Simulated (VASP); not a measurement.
OSZICAR of a VASP run on PbF2 (fluorite):

OSZICAR:
```
       N       E                     dE             d eps       ncg     rms          rms(c)
DAV:   1     0.300085556197E+03    0.30009E+03   -0.15141E+04   728   0.182E+03
DAV:   2     0.118328660262E+02   -0.28825E+03   -0.27644E+03   794   0.460E+02
DAV:   3    -0.150453769866E+02   -0.26878E+02   -0.26542E+02   866   0.156E+02
DAV:   4    -0.158005306630E+02   -0.75515E+00   -0.75461E+00   798   0.268E+01
DAV:   5    -0.158251525291E+02   -0.24622E-01   -0.24621E-01   818   0.480E+00    0.702E+00
DAV:   6    -0.143350764794E+02    0.14901E+01   -0.78230E+00   930   0.246E+01    0.250E+00
DAV:   7    -0.143329992872E+02    0.20772E-02   -0.33432E-01   738   0.421E+00    0.147E+00
DAV:   8    -0.143351889065E+02   -0.21896E-02   -0.85186E-02   724   0.383E+00    0.470E-01
DAV:   9    -0.143329015224E+02    0.22874E-02   -0.14839E-02   890   0.109E+00    0.101E-01
DAV:  10    -0.143342921048E+02   -0.13906E-02   -0.15921E-03   720   0.281E-01    0.295E-02
DAV:  11    -0.143343188319E+02   -0.26727E-04   -0.52984E-05   764   0.753E-02    0.859E-03
DAV:  12    -0.143343308285E+02   -0.11997E-04   -0.20186E-05   720   0.374E-02    0.412E-03
DAV:  13    -0.143343306874E+02    0.14105E-06   -0.84831E-07   830   0.109E-02    0.127E-03
DAV:  14    -0.143343307248E+02   -0.37352E-07   -0.21951E-07   558   0.504E-03
   1 F= -.14334331E+02 E0= -.14334331E+02  d E =-.313793E-13
```

Problem. Which electronic solver shows in the log?

Solution. It is blocked Davidson (ALGO = Normal, or the opening steps of other solvers). The INCAR had ALGO = Normal.

Problem. Can the final energy be trusted as converged?

Solution. The calculation finished and met its thresholds. It stopped with EDIFF = 1E-7, NELM = 100 (AM05 GGA, plane waves, VASP's PBE PAW potentials (set 64)).

The compound is PbF2 in the fluorite structure, the β form. This cell is one point of a volume scan, at 0.94 of the reference volume.
